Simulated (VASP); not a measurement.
An input for Quantum ESPRESSO's pw.x (written as the equivalent of a VASP run, and not itself run):

```
&CONTROL
  calculation = 'vc-relax'
  pseudo_dir = './pseudo'
  outdir = './out'
  tprnfor = .true.
  tstress = .true.
  nstep = 40
  forc_conv_thr = 0.00078
/
&SYSTEM
  ibrav = 0
  nat = 2
  ntyp = 2
  ecutwfc = 80
  occupations = 'smearing'
  smearing = 'methfessel-paxton'
  degauss = 0.00735
  input_dft = 'pbesol'
/
&ELECTRONS
  conv_thr = 7.3e-08
  electron_maxstep = 100
/
&IONS
/
&CELL
  press = 50
/
ATOMIC_SPECIES
  Ga 69.723 Ga.upf
  P 30.974 P.upf
CELL_PARAMETERS angstrom
     0.0000000    2.5445549    2.5445549
     2.5445549    0.0000000    2.5445549
     2.5445549    2.5445549   -0.0000000
ATOMIC_POSITIONS crystal
  Ga   1.0000000  0.0000000  0.0000000
  P    0.5000000  0.5000000  0.5000000
K_POINTS automatic
  12 12 12 0 0 0
```

Task: Translate this input to VASP (INCAR, KPOINTS, POSCAR, choice of POTCAR).

Result: Several could match; the one computed here: 
File KPOINTS:
```
Automatic mesh
0
Gamma
12 12 12
0 0 0
```

INCAR:
```
SYSTEM = GaP
PREC = Accurate; ENCUT = 500; LREAL = .FALSE.
LASPH = .TRUE.
EDIFF = 1E-6; NELM = 100; ALGO = Normal
LMAXMIX = 4
ISMEAR = 1; SIGMA = 0.1
GGA = PS
IBRION = 2; NSW = 40; ISIF = 3
EDIFFG = -0.02; PSTRESS = 50
LWAVE = .FALSE.; LCHARG = .FALSE.
```

### POSCAR
```
GaP
1.0
  0.0000000000   2.5445549098   2.5445549098
  2.5445549098   0.0000000000   2.5445549098
  2.5445549098   2.5445549098   0.0000000000
Ga P
1 1
Cartesian
  0.0000000000   2.5445549098   2.5445549098
  2.5445549098   2.5445549098   2.5445549098
```

POTCAR, in this order: Ga_d P (PBE.64 set). Program: vasp_std.

The two are equivalent in intent, not identical: the potentials are each code's own (VASP's PAW set, PseudoDojo norm-conserving files in pw.x), so ENCUT and ecutwfc are chosen apart and not converted; conv_thr bounds pw.x's estimated SCF error, while EDIFF bounds the energy change between steps; forc_conv_thr acts on force components and is met together with etot_conv_thr.

The structure was generated: GaP was put into the rock salt type (Fm-3m), which need not be its known phase. This run relaxes it under an external pressure of 5 GPa. Symmetry was kept, so distortions that lower it aren't found.
